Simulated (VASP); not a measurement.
# Sn3Se under changes of volume

One of the cells (26.533 Å³/atom); the others are scaled copies at fixed shape and fractional positions:

```
CELL_PARAMETERS angstrom
0.00000 3.75786 3.75786
3.75786 0.00000 3.75786
3.75786 3.75786 0.00000
ATOMIC_POSITIONS crystal
Sn 0.50000 0.50000 0.50000
Sn 0.75000 0.75000 0.75000
Sn 0.25000 0.25000 0.25000
Se 0.00000 0.00000 0.00000
```

The cell comes from a database or a generator and needn't be the stable form of this composition.

| Item | Value |
| --- | --- |
| Program | VASP 6.6.1 |
| Functional | PBEsol |
| Potentials or basis | VASP PAW PBE potentials, release 64 (Sn_d, Se) |
| Cutoff | 520 eV |
| k mesh | 6 × 6 × 6 |
| Occupations | fermi-dirac, width 0.05 eV |
| Spin | no spin polarisation |

```tsv
volume (Å³/atom)	energy over the lowest point (meV/atom)	pressure (GPa)
24.452	0.00	-0.1
24.973	2.13	-1.3
25.493	7.89	-2.3
26.533	28.57	-4.0
27.054	?	?
27.574	59.05	-5.4
```

**Question.** What does the run at 27.054 Å³/atom give?

**Answer.** Energy over the lowest point 42.75 meV/atom; pressure -4.7 GPa.

Worked out: A Birch-Murnaghan fit of order 3 (a polynomial in V^(-2/3)) to the other rows has its minimum at 24.43 Å³/atom, just outside them, with B0 = V·E''(V) = 60 GPa and B' = 5.2. It gives 42.76 meV/atom at 27.054 Å³/atom, against the run's 42.75, and -dE/dV = -4.7 GPa, against -4.7.

Energies are extrapolated to zero smearing.

Caveats: the PAW data sets were made with another functional, which shifts forces and pressure a little.
